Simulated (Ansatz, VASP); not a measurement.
# HfMo (HfMo in the B2 ordering): VASP beside Ansatz, part 2 of 2

One calculation is typed for both programs; each brings its own data sets. How far apart do they land? The cell is generated by rule, not measured, and may not be a known phase. The cell is taken from a series of runs on this material, whose earlier steps may have relaxed, scaled, displaced or heated it; both programs get it as it stands.

VASP 6.6.1 and Ansatz 0.2.0.

So far: Starting point; VASP: zone-centre phonons, PBE.

The structure was built from a prototype and need not be the compound's stable phase.

## Step 3: Ansatz: zone-centre phonons, PBE

Level of this step: Ansatz beside VASP: Kohn-Sham DFT, plane waves, PBE (Ansatz).

Ansatz runs on its default PAW (the set named soft_2) files.

The same cell, functional, mesh and smearing now go to Ansatz, which takes its cutoff from its data sets.

File input.yaml:

```yaml
crystal:
  lattice:
    - [3.3239872725, 0.0, 0.0]
    - [0.0, 3.3239872725, 0.0]
    - [0.0, 0.0, 3.3239872725]
  atoms:
    - { symbol: Hf, position: [0.0, 0.0, 0.0] }
    - { symbol: Mo, position: [0.5, 0.5, 0.5] }
kpoints:
  mp_grid: { grid: [6, 6, 6] }
hamiltonian:
  xc: pbe
scf:
  occupations: { method: methfessel_paxton, width: 0.2 }
output:
  eigenvalues: true
phonons:
  method: dfpt
  qmesh: [2, 2, 2]
  temperatures: { t_max: 1000, t_step: 50 }
  qpath:
    path:
      - [[0.0, 0.0, 0.0], [0.0, 0.5, 0.0], [0.5, 0.5, 0.0], [0.0, 0.0, 0.0], [0.5, 0.5, 0.5], [0.0, 0.5, 0.0]]
      - [[0.5, 0.5, 0.5], [0.5, 0.5, 0.0]]
    npoints: 10
```

On the command line:

```
$ ansatz run input.yaml --threads 4 --pin off --max-ram 8192MiB --backend cpu --events-out ev --progress --plain --runs-dir out
```

Numbers of over 12 decimals in the logs are rounded to 6 here.

Output:

```text
Engine: ansatz 0.2.0, aarch64-unknown-linux-gnu
Pseudopotentials: kind: paw
Pseudopotential: Hf, paw, valence charge 26, recommended cutoff 420 eV (normal), Hf.paw.azcp
Pseudopotential: Mo, paw, valence charge 14, recommended cutoff 420 eV (normal), Mo.paw.azcp
Functional definition: PBE
  parameter kappa = 0.804
  parameter beta = 0.066725
  exchange = pbe_x(kappa = kappa, mu = beta*pi^2/3)
  correlation = pbe_c(beta = beta)
Crystal: 2 atoms, lattice volume = 36.726 Å³
Basis set: ecut = 420 eV, 739 PW (Γ), exchange–correlation on 48×48×48 points (8 copies of the dense FFT grid, shifted against one another)
Bands: 24, of which v1, the nominal top of the filled ones, is band 20 counted from 1 (19 counted from 0)
Symmetry: 48 space group operations
k-points: 20 of 216
Non-local potential: Hf, projectors of the file, l = 0: 3, l = 1: 2, l = 2: 2, l = 3: 3
Non-local potential: Mo, projectors of the file, l = 0: 3, l = 1: 2, l = 2: 2, l = 3: 1
PAW form: soft (Blöchl's): semilocal exchange-correlation on the pseudo side does not see the compensation charge
PAW one-centre angular grid: Hf, 590 points (default); XC on 64 Gauss nodes
PAW one-centre angular grid: Mo, 590 points (default); XC on 64 Gauss nodes
Initial density: superposition of atomic densities (neutral atoms: chi_scale 0, normalization atom), corrected by the library's trained network
Initial wavefunctions: pseudopotential atomic-orbital guess
Functional: x = pbe(κ = 0.804, μ = 0.219515), c = pbe(β = 0.066725)
SCF iter   1: F=—  HF=-20677.307799 eV  |F-HF|=—  |Δ(HF+E_count)|=         —  Δρ=4.33e-3  dr2=6.47e-3  ethr=1.77e-3  ⟨swp⟩=4.2  Hψ=1702  notcnv=0
preconditioner: auto → Kerker (q_TF=auto, 2.767 Å⁻¹)  [metal: Δε(μ)=0.042 eV  Ē_g=17.943 eV  σ=0.200 eV  W_gap=0.17  n_scr=18 (ndim 8)  ℏωp=36.8 eV  f_vac=0.000  D(μ)=3.35/eV (n_scr^D=32)]
SCF iter   2: F=—  HF=-20677.308201 eV  |F-HF|=—  |Δ(HF+E_count)|=   4.02e-4  S|Δr|=    0.00e0  Δρ=2.13e-3  dr2=1.19e-3  ethr=1.62e-5  ⟨swp⟩=1.9  Hψ=722  notcnv=0
SCF iter   3: F=—  HF=-20677.308224 eV  |F-HF|=—  |Δ(HF+E_count)|=   2.34e-5  S|Δr|=    0.00e0  Δρ=4.05e-4  dr2=3.20e-5  ethr=2.97e-6  ⟨swp⟩=2.4  Hψ=704  notcnv=0
SCF iter   4: F=—  HF=-20677.308231 eV  |F-HF|=—  |Δ(HF+E_count)|=   6.49e-6  S|Δr|=    0.00e0  Δρ=2.27e-4  dr2=1.17e-5  ethr=7.99e-8  ⟨swp⟩=2.0  Hψ=873  notcnv=0
SCF iter   5: F=—  HF=-20677.308224 eV  |F-HF|=—  |Δ(HF+E_count)|=   6.67e-6  S|Δr|=    0.00e0  Δρ=9.15e-5  dr2=2.10e-6  ethr=2.94e-8  ⟨swp⟩=2.0  Hψ=618  notcnv=0
SCF iter   6: F=—  HF=-20677.308222 eV  |F-HF|=—  |Δ(HF+E_count)|=   1.85e-6  S|Δr|=    0.00e0  Δρ=2.19e-5  dr2=1.24e-7  ethr=5.26e-9  ⟨swp⟩=2.0  Hψ=627  notcnv=0
SCF iter   7: F=—  HF=-20677.308222 eV  |F-HF|=—  |Δ(HF+E_count)|=   6.15e-8  S|Δr|=    0.00e0  Δρ=3.41e-6  dr2=3.77e-9  ethr=3.10e-10  ⟨swp⟩=2.0  Hψ=793  notcnv=0
SCF iter   8: F=—  HF=-20677.308222 eV  |F-HF|=—  |Δ(HF+E_count)|=  1.67e-10  S|Δr|=    0.00e0  Δρ=5.39e-7  dr2=6.89e-11  ethr=9.42e-12  ⟨swp⟩=2.0  Hψ=838  notcnv=0
SCF iter   9: F=-20677.308222 eV  HF=-20677.308222 eV  |F-HF|=3.64e-12  |Δ(HF+E_count)|=  7.28e-12  S|Δr|=    0.00e0  Δρ=9.99e-8  dr2=3.06e-12  ethr=1.00e-12  ⟨swp⟩=5.5  Hψ=2199  notcnv=0
SCF 1 converged in 9 iterations: F = -20677.308222 eV  dr2 = 3.06e-12
  greatest PAW one-centre occupation: 0.998 electrons in one spin orbital (limit 2), on the Hf atom at site 0 (counted from 0), in its partial waves of l = 0
Initial density: read from a saved state, or passed on in memory by an earlier SCF of this step, an earlier step, the calling program or the single point that the run made first
iter 1 solved again at ethr=5.29e-9 eV; its pass at ethr=3.10e-3 eV (dr2=2.12e-6 eV) is discarded
SCF iter   1: F=—  HF=-20677.308222 eV  |F-HF|=—  |Δ(HF+E_count)|=         —  Δρ=3.93e-7  dr2=9.94e-11  ethr=5.29e-9  ⟨swp⟩=3.7  Hψ=3278  notcnv=0
preconditioner: auto → Kerker (q_TF=auto, 2.767 Å⁻¹)  [metal: Δε(μ)=0.061 eV  Ē_g=17.924 eV  σ=0.200 eV  W_gap=0.25  n_scr=18 (ndim 8)  ℏωp=36.8 eV  f_vac=0.000  D(μ)=3.33/eV (n_scr^D=32)]
SCF iter   2: F=—  HF=-20677.308222 eV  |F-HF|=—  |Δ(HF+E_count)|=   1.22e-9  S|Δr|=    0.00e0  Δρ=1.53e-7  dr2=1.10e-11  ethr=1.00e-12  ⟨swp⟩=3.0  Hψ=1110  notcnv=0
SCF iter   3: F=-20677.308222 eV  HF=-20677.308222 eV  |F-HF|=3.64e-12  |Δ(HF+E_count)|=    0.00e0  S|Δr|=    0.00e0  Δρ=9.95e-8  dr2=4.90e-12  ethr=1.00e-12  ⟨swp⟩=4.1  Hψ=1407  notcnv=0
SCF 2 converged in 3 iterations: F = -20677.308222 eV  dr2 = 4.90e-12
phonons: the bands overlap, so this run is a metal and interpolates without the dipole-dipole term. If the crystal is really an insulator or semiconductor, its LO-TO splitting is missing
NSCF: frozen V_eff on 20 k-points
NSCF: frozen V_eff on 40 k-points
DFPT response loops at q = (0, 0, 0) (fractional): preconditioner auto → Kerker (q_TF=auto, 2.767 Å⁻¹) (partly filled bands, converged f_vac=0.000); β = 1.00, the filter's whole step (`scf.mixing.beta` (0.50) is not read by the response loops under this deck's `scf.mixing.preconditioner`; to damp them name `kerker` or `kerker_dos`, under which they read `scf.mixing.beta`, and type it under 1.00, their step now; both keys bind the ground state too); Broyden in place of MSR1
NSCF: frozen V_eff on 128 k-points
DFPT response loops at q = (0, 0, -0.5) (fractional): mixed as the last ones told, above
NSCF: frozen V_eff on 128 k-points
DFPT response loops at q = (0, -0.5, -0.5) (fractional): mixed as the last ones told, above
NSCF: frozen V_eff on 80 k-points
DFPT response loops at q = (-0.5, -0.5, -0.5) (fractional): mixed as the last ones told, above
SCF converged after 9 iterations
Stability not checked: this state was not tested for a lower state beside it, because cold or Methfessel-Paxton smearing, or corrected tetrahedra, fill the levels in a way that the test cannot read (fill_not_monotonic; see scf.lower_state_search)
Free energy (F): -20677.308222 eV
Harris-Foulkes:  -20677.308222 eV  (|F-HF|=3.64e-12)
Internal energy: -20677.307124 eV  (E = F + TS)
E sigma→0 (E₀):  -20677.307948 eV
Entropy (-TS):   -0.001098 eV (-0.549 meV/atom)
Fermi energy:    20.395126 eV
--- Per-component energies (eV) ---
  E_band       = 22.049198
  E_kinetic    = 867.760306
  E_local      = -5889.192335  (includes V_loc(G=0)·N_el)
  E_nonlocal   = -1099.501423
  E_hartree    = 2681.631174
  E_xc         = -484.177219
  E_vxc        = -495.986239  (∫ρ·V_xc dr)
  E_paw        = -10130.284260  (= ΣΔE_a)
  E_vpaw       = 1275.706418  (= ΣTr[D̂ρ^β])
  E_aug_tail   = 0.000052  (compensation charges beyond the density's cutoff)
  E_ewald      = -6623.543419
  E_smearing   = -0.001098  (= −TS)
  E_closure    = -0.000000  (closes the sum)
  Σ components = -20677.308222   (vs F -20677.308222, Δ=0.00e0)
--- Band table (eV; the first three rows and the last of 20) ---
  k-point 0: bands = [... 16 lower, 16.9295, 16.9295, 20.7962, 20.7962, 20.7962, 24.1391, 24.1391, 27.1295]
  k-point 1: bands = [... 16 lower, 17.2332, 17.3492, 20.7223, 20.7223, 21.0084, 23.3425, 24.3786, 25.2928]
  k-point 2: bands = [... 16 lower, 18.0437, 18.0944, 20.6604, 20.6604, 21.5395, 21.6586, 23.4705, 23.4705]
  k-point 19: bands = [... 16 lower, 19.0278, 19.0278, 19.8277, 19.8277, 19.8277, 23.1884, 23.1884, 27.1486]
--- Phonons (Γ-DFPT): 2 representative perturbations + reference (Σ response iterations 6) ---
  ASR residual: 7.216e-6 → 0.000e0 eV/Å²; symmetrization residual: 6.213e-6 eV/Å²
  ASR residual per site (eV/Å²): 3.33e-6 7.22e-6
  Γ frequencies (cm⁻¹): 0.00 0.00 0.00 178.13 178.13 178.13
--- Phonons (arbitrary-q DFPT): 4 irreducible q on the 2×2×2 mesh ---
  q = [0.0000, 0.0000, 0.0000] (star 1, of the zone-centre solve; hermiticity 1.71e-6, symmetrization 7.22e-12): -0.00 -0.00 0.00 178.13 178.13 178.13
  q = [0.0000, 0.0000, -0.5000] (star 3, 4 solved perturbations in 208 linear systems a pass and spin channel, the states on 64 of 216 k-point pairs; hermiticity 7.49e-8, symmetrization 3.59e-8): 91.23 91.23 124.29 124.29 152.85 156.96
  q = [0.0000, -0.5000, -0.5000] (star 3, 4 solved perturbations in 208 linear systems a pass and spin channel, the states on 64 of 216 k-point pairs; hermiticity 2.13e-6, symmetrization 3.45e-11): 83.03 83.03 109.71 154.70 154.70 173.73
  q = [-0.5000, -0.5000, -0.5000] (star 1, 2 solved perturbations on 40 of 216 k-point pairs; hermiticity 6.67e-10, symmetrization 3.34e-10): 138.46 138.46 138.46 155.43 155.43 155.43
  sum rule: each row above includes the acoustic sum rule's correction from the zone centre's row sums; it moved no ω² by more than (0.14 cm⁻¹)²
  mesh force constants: q→R imaginary residual 1.28e-17; ASR residual 7.216e-6 → 0.000e0 eV/Å²; symmetrization residual 1.243e-14 eV/Å²
  interpolated dispersion: 62 rows × 6 modes
  density of states and harmonic sums: on the 20×20×20 q-mesh, interpolated from the force constants of a 2×2×2 supercell (no non-analytic term)
  largest difference from the sums on the solved wave vectors: F 8.08e-2 eV, S 1.13e-4 and C_V 3.23e-5 eV/K
  zero-point energy: 0.047084 eV/cell   skipped modes (ω ≤ 0): 3   left out of the sums: 6.25e-5 of the cell's modes: C_V's classical limit lies that fraction below 3 k_B per atom; for a crystal, a wire or a layer, F and S can be off by more, and a phonons.interpolated_qmesh denser along its periods is the remedy for the sampling
```

## Step 4: Side by side

Known differences besides the potentials themselves: VASP's run holds the zone centre alone; the data sets hold 40 valence electrons in Ansatz (on its default PAW (the set named soft_2) files) and 24 in VASP; the cutoff is 420 eV in Ansatz and 500 eV in VASP. Total energies have different zeros and are not compared.

Compared:

```tsv
quantity	Ansatz	VASP	difference
optical mode 1 to 3 (cm⁻¹)	178.1	176.4	+1.00 %
```

Modes are paired by rising frequency, not by their patterns, so a pair may set unlike modes beside each other; they are those without the splitting of longitudinal modes.

## Step 5: Results

```yaml
r_m_s_difference_of_the_optical_zone_centre_modes_each_program_s_sorted_by_frequency_zone_centre_phonons_pbe: 1.8 cm⁻¹
difference_in_optical_mode_1_to_3_zone_centre_phonons_pbe: +1.0 %
```

What this shows: The r.m.s. difference of the optical zone-centre modes, each program's sorted by frequency is 1.8 cm⁻¹ (zone-centre phonons, PBE). The data sets hold unlike numbers of valence electrons (40 in Ansatz and 24 in VASP), so part of the differences comes from the potentials. Among the rows given in per cent, the largest difference of the zone-centre phonons, PBE pair is in optical mode 1 to 3, +1.0 %. 1 further run of this series is not shown here. Such differences can come from data sets, numerical settings and the points named under the comparisons, not from the functional's error against experiment.

[Lines on the potential files, build, host, timing and source positions are cut from VASP's logs without a mark.]

[Logs are printed without paths, hosts, clocks, repeated set-up lines and the standing remarks that a program may print on its own settings, such as how far it seeks lower states.]

[Hosts, paths, dates, database ids (printed as entryN), source tags and the programs' standing remarks are cut or masked in the printed files.]
